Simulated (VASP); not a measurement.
An input for Quantum ESPRESSO's pw.x (written as the equivalent of a VASP run, and not itself run):

```
&CONTROL
  calculation = 'vc-relax'
  pseudo_dir = './pseudo'
  outdir = './out'
  tprnfor = .true.
  tstress = .true.
  nstep = 30
  forc_conv_thr = 0.00039
/
&SYSTEM
  ibrav = 0
  nat = 2
  ntyp = 1
  ecutwfc = 84
  occupations = 'smearing'
  smearing = 'methfessel-paxton'
  degauss = 0.00735
  input_dft = 'vdw-df-cx'
/
&ELECTRONS
  conv_thr = 7.3e-09
  electron_maxstep = 100
/
&IONS
/
&CELL
  cell_dofree = 'shape'
/
ATOMIC_SPECIES
  Ru 101.070 Ru.upf
CELL_PARAMETERS angstrom
     1.3482299   -2.3352029    0.0000000
     1.3482299    2.3352029    0.0000000
     0.0000000    0.0000000    4.2544171
ATOMIC_POSITIONS crystal
  Ru   0.3333330  0.6666670  0.2500000
  Ru   0.6666670  0.3333330  0.7500000
K_POINTS automatic
  15 15 9 0 0 0
```

Q: Write the VASP files for the same calculation (vdW-DF-cx).

A: One answer among several that fit: 
**INCAR**
```
SYSTEM = Ru
PREC = Accurate; ENCUT = 520; LREAL = F
LASPH = T
EDIFF = 1E-7; NELM = 100; ALGO = Normal
LMAXMIX = 4
ISMEAR = 1; SIGMA = 0.1
GGA = CX; LUSE_VDW = T; AGGAC = 0.0
IBRION = 2; NSW = 30; ISIF = 4
EDIFFG = -0.01
LWAVE = F; LCHARG = F
```

**POSCAR**
```
Ru
1.0
  1.3482299157  -2.3352028677   0.0000000000
  1.3482299157   2.3352028677   0.0000000000
  0.0000000000   0.0000000000   4.2544170985
Ru
2
Cart
  1.3482299157   0.7784025127   1.0636042746
  1.3482299157  -0.7784025127   3.1908128239
```

KPOINTS:
```
Automatic mesh
0
gamma
15 15 9
0 0 0
```

POTCAR, in this order: Ru_pv (PBE.64 set). Program: vasp_std.

Limits of the translation: the potentials are each code's own (VASP's PAW set, PseudoDojo norm-conserving files in pw.x), so ENCUT and ecutwfc are chosen apart and not converted; conv_thr bounds pw.x's estimated SCF error, while EDIFF bounds the energy change between steps; forc_conv_thr acts on force components and is met together with etot_conv_thr.

The compound is Ru in the hcp structure. This run relaxes it. Symmetry was kept, so distortions that lower it aren't found.
